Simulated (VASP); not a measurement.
An input for Quantum ESPRESSO's pw.x (written as the equivalent of a VASP run, and not itself run):

```
&CONTROL
  calculation = 'scf'
  pseudo_dir = './pseudo'
  outdir = './out'
  tprnfor = .true.
  tstress = .true.
/
&SYSTEM
  ibrav = 0
  nat = 4
  ntyp = 2
  ecutwfc = 98
  occupations = 'smearing'
  smearing = 'methfessel-paxton'
  degauss = 0.00735
  input_dft = 'vdw-df-cx'
/
&ELECTRONS
  conv_thr = 7.3e-09
  electron_maxstep = 100
/
ATOMIC_SPECIES
  Si 28.085 Si.upf
  Ni 58.693 Ni.upf
CELL_PARAMETERS angstrom
     3.4016372    0.0000000    0.0000000
     0.0000000    3.4016372    0.0000000
     0.0000000    0.0000000    3.4016372
ATOMIC_POSITIONS crystal
  Si   0.0000000  0.0000000  0.0000000
  Ni   0.0000000  0.5000000  0.5000000
  Ni   0.5000000  0.0000000  0.5000000
  Ni   0.5000000  0.5000000  0.0000000
K_POINTS automatic
  9 9 9 0 0 0
```

Task: Write the VASP files for the same calculation (vdW-DF-cx).

Result: Several could match; the one computed here: 
File POSCAR:
```
Ni3Si
3.4016370
  1.0000000646   0.0000000000   0.0000000000
  0.0000000000   1.0000000646   0.0000000000
  0.0000000000   0.0000000000   1.0000000646
Si Ni
1 3
direct
  0.0000000000   0.0000000000   0.0000000000
  0.0000000000   0.5000000000   0.5000000000
  0.5000000000   0.0000000000   0.5000000000
  0.5000000000   0.5000000000   0.0000000000
```

File KPOINTS:
```
Automatic mesh
0
Gamma
9 9 9
0 0 0
```

### INCAR
```
AGGAC  =  0.0
ALGO  =  Normal
EDIFF  =  1E-7
ENCUT  =  520
GGA  =  CX
ISIF  =  2
ISMEAR  =  1
LASPH  =  .True.
LCHARG  =  .False.
LMAXMIX  =  4
LREAL  =  .False.
LUSE_VDW  =  .True.
LWAVE  =  .False.
NELM  =  100
PREC  =  Accurate
SIGMA  =  0.1
SYSTEM  =  Ni3Si
```

POTCAR, in this order: Si Ni (PBE.64 set). Program: vasp_std.

What does not carry over: the potentials are each code's own (VASP's PAW set, PseudoDojo norm-conserving files in pw.x), so ENCUT and ecutwfc are chosen apart and not converted; conv_thr bounds pw.x's estimated SCF error, while EDIFF bounds the energy change between steps.

The compound is Ni3Si in the L1_2 structure. This cell is one point of a volume scan, at 0.94 of the reference volume.
